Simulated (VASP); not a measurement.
Input of a VASP 6.6.1 run:

INCAR

```
SYSTEM = LiCaF3
PREC = Accurate
ENCUT = 520
EDIFF = 1E-6
ISMEAR = 1
SIGMA = 0.02
LREAL = .FALSE.
LASPH = .TRUE.
NELM = 100
ALGO = Normal
ISIF = 2
LWAVE = .FALSE.
LCHARG = .FALSE.
GGA = PE
NBANDS = 25
```

The input KPOINTS:

```
regular mesh
0
G
  5 5 5
  0 0 0
```

Contents of POSCAR:

```
LiCaF3
1.0
    3.7605178015      0.0000000000      0.0000000000
    0.0000000000      3.7605178015      0.0000000000
    0.0000000000      0.0000000000      3.7605178015
Ca Li F
1 1 3
Direct
    0.0000000000      0.0000000000      0.0000000000
    0.5000000000      0.5000000000      0.5000000000
    0.5000000000      0.5000000000      0.0000000000
    0.0000000000      0.5000000000      0.5000000000
    0.5000000000      0.0000000000      0.5000000000
```

Potentials or basis: VASP PAW PBE potentials, release 64 (Ca_sv, Li_sv, F).

Launch:

```bash
$ cat potpaw_PBE.64/Ca_sv/POTCAR potpaw_PBE.64/Li_sv/POTCAR potpaw_PBE.64/F/POTCAR > POTCAR
$ mpirun -np 1 vasp_std > vasp.out
```

Question: What does it give for the band gap on the k mesh?

Answer: 6.56 eV, indirect (least direct gap 6.59 eV).

Caveat: an odd mesh through Γ misses points on the zone boundary, where band edges often lie.
